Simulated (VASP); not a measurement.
Given:

```
CELL_PARAMETERS angstrom
      2.91581     0.00000     0.00000
      0.00000     2.91581     0.00000
      0.00000     0.00000     2.91581
ATOMIC_POSITIONS crystal
  Ru 0.00000 0.00000 0.00000
  P  0.50000 0.50000 0.50000
```

All values below come from PBEsol GGA, VASP's PBE PAW potentials (set 64) (plane waves; VASP). Settings: 400 eV cut-off, Gaussian smearing of 0.050 eV, potentials Ru_pv P.

Task: Give the energies of bands 5 to 12 at the high-symmetry points, in eV from the Fermi level.

Result: 
```tsv
band	Γ	X	M	R
5	-5.56	-9.48	-5.98	-8.30
6	-5.56	-4.57	-5.98	-8.30
7	-1.37	-4.33	-4.97	-8.07
8	-1.37	-4.33	-2.95	0.32
9	-1.37	-1.01	-2.95	0.32
10	-0.10	0.43	0.22	2.31
11	-0.10	4.84	0.72	2.31
12	-0.10	5.54	2.25	2.31
```

It has no gap at this level: it comes out as a metal or semimetal.

The structure was generated: RuP was put into the CsCl type type (Pm-3m), which need not be its known phase. It was relaxed first, which changed the volume by -30 %. The electron count is odd and the run is not spin-polarised, which forces a metal.
